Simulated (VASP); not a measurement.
```yaml
crystal:
  lattice:
    - [0.00000, 2.40845, 2.40845]
    - [2.40845, 0.00000, 2.40845]
    - [2.40845, 2.40845, 0.00000]
  atoms:
    - { symbol: Y, position: [0.00000, 0.00000, 0.00000] }
    - { symbol: N, position: [0.50000, 0.50000, 0.50000] }
```

Computed with vdW-DF-cx, VASP's PBE PAW potentials (set 64) (plane waves; VASP 6.6.1). Run with 520 eV cut-off, 9×9×9 Γ-centred mesh, Gaussian smearing of 0.050 eV, potentials Y_sv N.

Q: What does the run give for the energy per atom (σ→0), pressure?

A: 
The energy per atom (σ→0) is -7.481 eV/atom and the pressure is 5.50 GPa.

Only differences to runs with the same potentials and settings are physical.

The compound is YN in the rock salt structure. This cell is one point of a volume scan, at 0.97 of the reference volume.
